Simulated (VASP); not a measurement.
Given:

```
CELL_PARAMETERS angstrom
      4.84473    -2.53203    -0.00185
      4.84473     2.53203    -0.00185
      3.52299     0.00000     4.17984
ATOMIC_POSITIONS crystal
  Cr 0.84800 0.84800 0.84800
  Cr 0.34800 0.34800 0.34800
  Cr 0.15200 0.15200 0.15200
  Cr 0.65200 0.65200 0.65200
  O  0.44616 0.05384 0.75000
  O  0.05384 0.75000 0.44616
  O  0.55384 0.94616 0.25000
  O  0.25000 0.55384 0.94616
  O  0.94616 0.25000 0.55384
  O  0.75000 0.44616 0.05384
```
Starting moments (μB, in the order of the record's atoms Cr Cr Cr Cr O O O O O O): -2.9 -2.9 2.9 2.9 0.0 0.0 0.0 0.0 0.0 0.0.

All values below come from PBE GGA + U (Dudarev), VASP's PBE PAW potentials (set 64) (plane waves; VASP). Run with 520 eV cut-off, 6×6×6 Γ-centred mesh, tetrahedra with Blöchl corrections, potentials Cr_pv O, U − J: Cr 3.70 eV.

Problem. Predict the cell moment, energy per atom (σ→0).

Solution. 
- cell moment = 0.00 μB
- energy per atom (σ→0) = -7.925 eV/atom

Problem. Give the moment on each site (PAW-sphere projection).

Solution. 
```tsv
site	moment (μB)
Cr1	-2.92
Cr2	-2.92
Cr3	2.92
Cr4	2.92
O5	0.00
O6	0.00
O7	0.00
O8	0.00
O9	0.00
O10	0.00
```

The compound is Cr2O3 in the corundum structure. It was relaxed first, which changed the volume by +6 %.
